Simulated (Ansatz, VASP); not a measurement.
ZnBi3 in VASP and in Ansatz

Contents of INCAR:

```
SYSTEM = ZnBi3
PREC = Accurate
ENCUT = 520
EDIFF = 1E-7
ISMEAR = -1
SIGMA = 0.05
LREAL = .FALSE.
LASPH = .TRUE.
NELM = 100
ALGO = Normal
ISIF = 2
LWAVE = .FALSE.
LCHARG = .TRUE.
GGA = PE
LELF = .TRUE.
LVHAR = .TRUE.
NBANDS = 36
```

KPOINTS

```
regular mesh
0
G
  6 6 6
  0 0 0
```

The input POSCAR:

```
ZnBi3
1.0
    4.8731640000      0.0000000000      0.0000000000
    0.0000000000      4.8731640000      0.0000000000
    0.0000000000      0.0000000000      4.8731640000
Bi Zn
3 1
Direct
    0.5000000000      0.5000000000      0.0000000000
    0.5000000000      0.0000000000      0.5000000000
    0.0000000000      0.5000000000      0.5000000000
    0.0000000000      0.0000000000      0.0000000000
```

File input.yaml:

```yaml
crystal:
  lattice:
    - [4.873164, 0.0, 0.0]
    - [0.0, 4.873164, 0.0]
    - [0.0, 0.0, 4.873164]
  atoms:
    - { symbol: Bi, position: [0.5, 0.5, 0.0] }
    - { symbol: Bi, position: [0.5, 0.0, 0.5] }
    - { symbol: Bi, position: [0.0, 0.5, 0.5] }
    - { symbol: Zn, position: [0.0, 0.0, 0.0] }
hamiltonian:
  xc: pbe
  pseudopotentials: { kind: paw }
kpoints:
  mp_grid: { grid: [6, 6, 6] }
scf:
  occupations: { method: fermi_dirac, width: 0.05 }
output:
  forces: true
  stress: true
  eigenvalues: true
  write_density: true
  write_potential: true
  elf: true
  volumetric_format: npy
```

The cell comes from a database or a generator and needn't be the stable form of this composition.

Alike in both runs: task single point; functional PBE; k mesh 6 × 6 × 6; occupations fermi-dirac, width 0.05 eV; no spin polarisation.

|  | VASP | Ansatz |
| --- | --- | --- |
| version | VASP 6.6.1 | Ansatz 0.2.0 |
| potentials or method | VASP PAW PBE potentials, release 64 (Bi_d, Zn) | Ansatz PAW |
| plane-wave cutoff (eV) | 520 | 420 |
| valence electrons in the cell | 57 | 57 |

|  | VASP | Ansatz | Ansatz less VASP |
| --- | --- | --- | --- |
| gap on the k mesh at the Fermi level (eV) | none | none | - |
| pressure (GPa) | -0.1 | 0.0 | +0.05 |

A gap of «none» marks a metal or a gap that the smearing closes. The functional is the same, so the differences come from potentials, cutoffs and numerics.

Caveats: spin-orbit coupling is left out, which moves the levels of the heavy elements.
